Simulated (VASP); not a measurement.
OSZICAR of a VASP run on Y:

**OSZICAR**
```
       N       E                     dE             d eps       ncg     rms          rms(c)
DAV:   1     0.465773340990E+03    0.46577E+03   -0.43150E+04  2316   0.983E+02
DAV:   2     0.706109591328E+01   -0.45871E+03   -0.44475E+03  1934   0.277E+02
DAV:   3    -0.572199444540E+02   -0.64281E+02   -0.62773E+02  2800   0.549E+01
DAV:   4    -0.684072283084E+02   -0.11187E+02   -0.11051E+02  2904   0.235E+01
DAV:   5    -0.698437208713E+02   -0.14365E+01   -0.14320E+01  2640   0.685E+00    0.758E+01
DAV:   6    -0.647786359862E+02    0.50651E+01   -0.55844E+01  2272   0.169E+01    0.347E+01
DAV:   7    -0.653933728906E+02   -0.61474E+00   -0.64759E+01  2448   0.132E+01    0.384E+01
DAV:   8    -0.617275569982E+02    0.36658E+01   -0.16578E+01  2416   0.815E+00    0.885E+00
DAV:   9    -0.617297633661E+02   -0.22064E-02   -0.48774E+00  2456   0.434E+00    0.488E+00
DAV:  10    -0.617627368811E+02   -0.32974E-01   -0.45986E-01  2328   0.146E+00    0.483E+00
DAV:  11    -0.617350149742E+02    0.27722E-01   -0.42921E-01  2224   0.193E+00    0.141E+00
DAV:  12    -0.617282790904E+02    0.67359E-02   -0.67595E-02  2336   0.557E-01    0.355E-01
DAV:  13    -0.617292084202E+02   -0.92933E-03   -0.59151E-03  2504   0.166E-01    0.285E-01
DAV:  14    -0.617302187638E+02   -0.10103E-02   -0.32862E-03  2400   0.151E-01    0.146E-01
DAV:  15    -0.617312640526E+02   -0.10453E-02   -0.83362E-04  2336   0.647E-02    0.760E-02
DAV:  16    -0.617327908431E+02   -0.15268E-02   -0.63071E-04  2360   0.449E-02    0.439E-02
DAV:  17    -0.617340838443E+02   -0.12930E-02   -0.40501E-04  2280   0.375E-02    0.396E-02
DAV:  18    -0.617350717718E+02   -0.98793E-03   -0.30677E-04  1920   0.348E-02    0.253E-02
DAV:  19    -0.617354820645E+02   -0.41029E-03   -0.16228E-04  1744   0.260E-02    0.135E-02
DAV:  20    -0.617355894555E+02   -0.10739E-03   -0.45369E-05  1520   0.137E-02    0.105E-02
DAV:  21    -0.617356291115E+02   -0.39656E-04   -0.25822E-05  1512   0.131E-02    0.525E-03
DAV:  22    -0.617356369049E+02   -0.77934E-05   -0.87338E-06  1624   0.646E-03    0.300E-03
DAV:  23    -0.617356387225E+02   -0.18177E-05   -0.18842E-06  1392   0.236E-03    0.124E-03
DAV:  24    -0.617356403170E+02   -0.15945E-05   -0.11351E-06  1240   0.141E-03    0.989E-04
DAV:  25    -0.617356410473E+02   -0.73024E-06   -0.81234E-07  1248   0.846E-04
   1 F= -.61735641E+02 E0= -.61354968E+02  d E =-.761345E+00
```

Question: Which electronic solver shows in the log?

Answer: It is blocked Davidson (ALGO = Normal, or the opening steps of other solvers). The INCAR had ALGO = Normal.

Question: Can the final energy be trusted as converged?

Answer: Self-consistency was reached. It stopped with EDIFF = 1E-6, NELM = 100 (PBEsol GGA, plane waves, VASP's PBE PAW potentials (set 64)).  The cell holds a wide vacuum, so values per volume refer to the whole cell.

The cell is a sheet with vacuum, built from a database entry that may be metastable or hypothetical.
